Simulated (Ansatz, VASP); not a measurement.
Sb2N in VASP and in Ansatz

```xyz
3
Lattice="3.4530 0.0000 0.0000 0.0000 3.4530 0.0000 0.0000 0.0000 4.9551" Properties=species:S:1:pos:R:3 pbc="T T T"
Sb    1.7265    1.7265    2.4776
Sb    0.0000    0.0000    0.0000
N     0.0000    0.0000    2.4776
```

Alike in both runs: functional PBE; k mesh 14 × 14 × 10; occupations gaussian, width 0.1 eV; no spin polarisation.

Ansatz relaxed the structure, and its values are those at the end. VASP's run is a single point on that final structure, the one shown.

|  | VASP | Ansatz |
| --- | --- | --- |
| version | VASP 6.6.1 | Ansatz 0.2.0 |
| potentials or method | VASP PAW PBE potentials, release 64 (Sb, N) | scalar-relativistic, plane waves, PAW |
| plane-wave cutoff (eV) | 520 | 420 |
| valence electrons in the cell | 15 | 35 |

```csv
,VASP,Ansatz,Ansatz less VASP
gap on the k mesh at the Fermi level (eV),none,none,-
pressure (GPa),-0.5,0.0,+0.49
```

A gap of «none» marks a metal or a gap that the smearing closes. The two sets of potentials don't hold the same shells in valence.

The runs have no spin-orbit coupling, so splittings on Sb are missing.
